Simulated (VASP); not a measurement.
Here is a VASP 6.6.1 calculation.

File INCAR:

```
SYSTEM = HPbNO4
PREC     = Accurate       ! precision mode
ENCUT    = 520            ! plane-wave cutoff, eV
EDIFF    = 1E-8           ! SCF threshold, eV
ISMEAR   = 0              ! smearing method
SIGMA    = 0.02           ! smearing width, eV
LREAL    = .False.        ! projectors in reciprocal space
LASPH    = .True.         ! aspherical terms in the spheres
NELM     = 100            ! most SCF steps
ALGO     = Normal         ! electronic algorithm
ISIF     = 2              ! what is computed and relaxed
LWAVE    = .False.        ! write WAVECAR
LCHARG   = .False.        ! write CHGCAR
GGA      = PE             ! functional
LEPSILON = .True.         ! dielectric tensor by DFPT
KPAR     = 4
```

File KPOINTS:

```
Automatic mesh
0
Gamma
  7 6 5
  0 0 0
```

Contents of POSCAR:

```
HPbNO4
1.0
    3.8570700000      0.0017800000     -0.0365800000
    0.1735300000      4.3343600000     -0.0164700000
    0.7580300000      0.8387300000      5.8766200000
H Pb N O
1 1 1 4
Direct
    0.6151100000      0.8955900000      0.1984400000
    0.6459700000      0.4465100000      0.9168500000
    0.7147400000      0.2381000000      0.5005800000
    0.1695800000      0.4700700000      0.7776800000
    0.6291900000      0.9704500000      0.4984500000
    0.5642400000      0.9258300000      0.0384900000
    0.7802200000      0.4225000000      0.3195100000
```

Potentials or basis: VASP PAW PBE potentials, release 64 (H, Pb_d, N, O).

Run with:

```console
$ cat potpaw_PBE.64/H/POTCAR potpaw_PBE.64/Pb_d/POTCAR potpaw_PBE.64/N/POTCAR potpaw_PBE.64/O/POTCAR > POTCAR
$ mpirun -np 4 vasp_std > vasp.out
```

Task: Predict the electronic dielectric tensor (diagonal).

Result: 10.78, 7.71, 12.12.

Task: Estimate the Born charges (mean of the diagonal).

Result: H +0.49; Pb +4.89; N +0.96; O -2.13, -1.02, -1.83, -1.36 e.

Task: Predict the band gap on the k mesh.

Result: 0.36 eV, indirect (least direct gap 0.58 eV).

Born effective charge tensors (e):
atom 1, H
```
0.27 0.03 0.11
0.10 0.25 0.50
0.31 0.13 0.96
```
atom 2, Pb
```
4.61 0.08 0.25
0.00 4.60 0.20
0.11 0.13 5.45
```
atom 3, N
```
-0.65  0.48 -0.35
 0.83  2.41 -0.08
-0.10 -1.65  1.12
```
atom 4, O
```
-2.87  0.10 -0.18
 0.11 -1.04 -0.24
 0.34  0.16 -2.46
```
atom 5, O
```
-0.14 -0.41 -0.16
-0.64 -2.04 -0.63
-0.12  0.34 -0.89
```
atom 6, O
```
-0.96 -0.07 -0.08
-0.10 -2.77 -0.27
-0.23 -0.08 -1.76
```
atom 7, O
```
-0.26 -0.21  0.40
-0.29 -1.41  0.52
-0.30  0.98 -2.41
```

Caveat: the gap is small at this level, which inflates the dielectric constant; the standard files for N, O and F lose accuracy on very short bonds; spin-orbit coupling is left out, which as a rule narrows the gap of such compounds by several tenths of an eV; an odd mesh through Γ misses points on the zone boundary, where band edges often lie.
